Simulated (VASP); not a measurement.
Input for VASP

**INCAR**
```
AGGAC = 0.0
ALGO = Normal
EDIFF = 1E-7
EDIFFG = -0.01
ENCUT = 520
GGA = MK
IBRION = 2
ISIF = 4
ISMEAR = 1
LASPH = T
LCHARG = F
LMAXMIX = 4
LREAL = F
LUSE_VDW = T
LWAVE = F
NELM = 100
NSW = 30
PARAM1 = 0.1234568
PARAM2 = 0.7114
PREC = Accurate
SIGMA = 0.1
SYSTEM = Bi
ZAB_VDW = -1.8867
```

### POSCAR
```
Bi
1
    4.2101376149    -2.3031823012    -0.0024213415
    4.2101376149     2.3031823012    -0.0024213415
    2.9523439433     0.0000000000     3.7833290273
Bi
2
Direct
  0.2354180019   0.2354180019   0.2354180019
  0.7645819981   0.7645819981   0.7645819981
```

KPOINTS:
```
kpoints
0
G
  10 10 10
```

POTCAR, in this order: Bi_d (PBE.64 set). Program: vasp_std.

Q: Write an equivalent input for Quantum ESPRESSO's pw.x.

A: One equivalent input (not run):
```
&CONTROL
  calculation = 'vc-relax'
  pseudo_dir = './pseudo'
  outdir = './out'
  tprnfor = .true.
  tstress = .true.
  nstep = 30
  forc_conv_thr = 0.00039
/
&SYSTEM
  ibrav = 0
  nat = 2
  ntyp = 1
  ecutwfc = 66
  occupations = 'smearing'
  smearing = 'methfessel-paxton'
  degauss = 0.00735
  input_dft = 'vdw-df2-b86r'
/
&ELECTRONS
  conv_thr = 7.3e-09
  electron_maxstep = 100
/
&IONS
/
&CELL
  cell_dofree = 'shape'
/
ATOMIC_SPECIES
  Bi 208.980 Bi.upf
CELL_PARAMETERS angstrom
     4.2101376   -2.3031823   -0.0024213
     4.2101376    2.3031823   -0.0024213
     2.9523439    0.0000000    3.7833290
ATOMIC_POSITIONS crystal
  Bi   0.2354180  0.2354180  0.2354180
  Bi   0.7645820  0.7645820  0.7645820
K_POINTS automatic
  10 10 10 0 0 0
```
What does not carry over: the potentials are each code's own (VASP's PAW set, PseudoDojo norm-conserving files in pw.x), so ENCUT and ecutwfc are chosen apart and not converted; conv_thr bounds pw.x's estimated SCF error, while EDIFF bounds the energy change between steps; forc_conv_thr acts on force components and is met together with etot_conv_thr.

The compound is Bi in the a7 structure. This cell is one point of a volume scan, at 1.03 of the reference volume. Symmetry was kept, so distortions that lower it aren't found.
